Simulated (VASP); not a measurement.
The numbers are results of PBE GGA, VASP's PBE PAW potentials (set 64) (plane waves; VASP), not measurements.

VASP ran on this input.

### POSCAR
```
Ni3Si
1
    3.5100000000     0.0000000000     0.0000000000
    0.0000000000     3.5100000000     0.0000000000
    0.0000000000     0.0000000000     3.5100000000
Si Ni
1 3
Direct
  0.0000000000   0.0000000000   0.0000000000
  0.0000000000   0.5000000000   0.5000000000
  0.5000000000   0.0000000000   0.5000000000
  0.5000000000   0.5000000000   0.0000000000
```

INCAR:
```
ALGO=Normal   ! blocked Davidson
GGA=PE
PREC=Accurate
ISMEAR=1
LWAVE=.FALSE.
NELM=100   ! most electronic steps
LCHARG=.FALSE.
LREAL=.FALSE.
LMAXMIX=4   ! l cut-off of mixed one-centre charges
SIGMA=0.1
ISIF=2   ! forces and stress, cell fixed
EDIFF=1E-6
LASPH=.TRUE.   ! aspherical one-centre terms
SYSTEM=Ni3Si
ENCUT=400   ! plane-wave cut-off (eV)
```

### KPOINTS
```
Automatic mesh
0
Gamma
8 8 8
0 0 0
```

POTCAR, in this order: Si Ni (PBE.64 set). Program: vasp_std.

Output of the run:

**OSZICAR**
```
       N       E                     dE             d eps       ncg     rms          rms(c)
DAV:   1     0.178329314435E+03    0.17833E+03   -0.13467E+04  1470   0.178E+03
DAV:   2    -0.180476071946E+02   -0.19638E+03   -0.18903E+03  1470   0.342E+02
DAV:   3    -0.271699467383E+02   -0.91223E+01   -0.88023E+01  1636   0.990E+01
DAV:   4    -0.273873703874E+02   -0.21742E+00   -0.21592E+00  1719   0.133E+01
DAV:   5    -0.273949004411E+02   -0.75301E-02   -0.75293E-02  1735   0.241E+00    0.194E+01
DAV:   6    -0.272562071573E+02    0.13869E+00   -0.55991E+01  1707   0.122E+02    0.171E+01
DAV:   7    -0.237414096015E+02    0.35148E+01   -0.16425E+01  1636   0.673E+01    0.406E+00
DAV:   8    -0.237009974646E+02    0.40412E-01   -0.69143E-01  1536   0.632E+00    0.142E+00
DAV:   9    -0.236839541173E+02    0.17043E-01   -0.33217E-02  1976   0.259E+00    0.565E-01
DAV:  10    -0.236816975646E+02    0.22566E-02   -0.31135E-03  1897   0.442E-01    0.227E-01
DAV:  11    -0.236813556438E+02    0.34192E-03   -0.70465E-04  2275   0.308E-01    0.527E-02
DAV:  12    -0.236813450519E+02    0.10592E-04   -0.98508E-05  1623   0.115E-01    0.146E-02
DAV:  13    -0.236813446471E+02    0.40479E-06   -0.66095E-06  1568   0.180E-02
   1 F= -.23681345E+02 E0= -.23681801E+02  d E =0.136842E-02
```

### OUTCAR
```
------------------------ aborting loop because EDIFF is reached ----------------------------------------
  FORCE on cell =-STRESS in cart. coord.  units (eV):
  Direction    XX          YY          ZZ          XY          YZ          ZX
  --------------------------------------------------------------------------------------
  Total       -0.3060178     -0.3060178     -0.3060178     -0.0000000     -0.0000000     -0.0000000
  in kB      -11.3379861    -11.3379861    -11.3379861     -0.0000000     -0.0000000     -0.0000000
  external PRESSURE =     -11.3379861 kB  Pullay stress =       0.0000000 kB
  volume of cell :       43.24
      direct lattice vectors                 reciprocal lattice vectors
     3.510000000  0.000000000  0.000000000     0.284900285  0.000000000  0.000000000
     0.000000000  3.510000000  0.000000000     0.000000000  0.284900285  0.000000000
     0.000000000  0.000000000  3.510000000     0.000000000  0.000000000  0.284900285
 POSITION                                       TOTAL-FORCE (eV/Angst)
 -----------------------------------------------------------------------------------
      0.00000      0.00000      0.00000         0.000000      0.000000      0.000000
      0.00000      1.75500      1.75500         0.000000      0.000000      0.000000
      1.75500      0.00000      1.75500         0.000000      0.000000      0.000000
      1.75500      1.75500      0.00000         0.000000      0.000000      0.000000
 -----------------------------------------------------------------------------------
    total drift:                                0.000000     -0.000000     -0.000000
  FREE ENERGIE OF THE ION-ELECTRON SYSTEM (eV)
  ---------------------------------------------------
  free  energy   TOTEN  =       -23.6813446471 eV

  energy  without entropy=      -23.6827130708  energy(sigma->0) =      -23.68180079
```
(Selected blocks of OUTCAR.)

**OUTCAR**
```
 val. band max:       10.5507301789   @ k =   0.1250   0.1250   0.0000

 cond. band min:      10.6210939057   @ k =   0.5000   0.3750   0.3750


 Fermi energy:        10.5895918176

 k-point     1 :       0.0000    0.0000    0.0000
  band No.  band energies     occupation
      1      -1.2946      2.00000
      2       5.7609      2.00000
      3       6.5780      2.00000
      4       6.5780      2.00000
      5       7.0965      2.00000
      6       7.0965      2.00000
      7       7.0965      2.00000
      8       9.0698      2.00000
      9       9.0698      2.00000
     10       9.0698      2.00000
     11       9.7248      2.00000
     12       9.7248      2.00000
     13       9.7248      2.00000
     14       9.9912      2.00000
     15       9.9912      2.00000
     16      10.3109      2.00058
     17      10.6409      0.24578
     18      10.6409      0.24578
     19      10.6409      0.24578
     20      15.4003      0.00000
     21      16.9183      0.00000

 k-point     2 :       0.1250    0.0000    0.0000
  band No.  band energies     occupation
      1      -1.1130      2.00000
      2       5.7689      2.00000
      3       6.3329      2.00000
      4       6.7058      2.00000
      5       7.0787      2.00000
      6       7.0787      2.00000
      7       7.1488      2.00000
      8       8.7666      2.00000
      9       8.7666      2.00000
     10       9.0125      2.00000
     11       9.2398      2.00000
     12       9.8365      2.00000
     13       9.8365      2.00000
     14       9.9839      2.00000
     15       9.9938      2.00000
     16      10.2367      2.00001
     17      10.6410      0.24501
     18      11.0012     -0.00000
     19      11.0012     -0.00000
     20      15.7333      0.00000
     21      16.8807      0.00000

 k-point     3 :       0.2500    0.0000    0.0000
  band No.  band energies     occupation
      1      -0.5863      2.00000
      2       5.0169      2.00000
      3       6.3027      2.00000
...
```

The compound is Ni3Si in the L1_2 structure. The cell was not relaxed at this level. The run is not spin-polarised, so no magnetic state was tried.
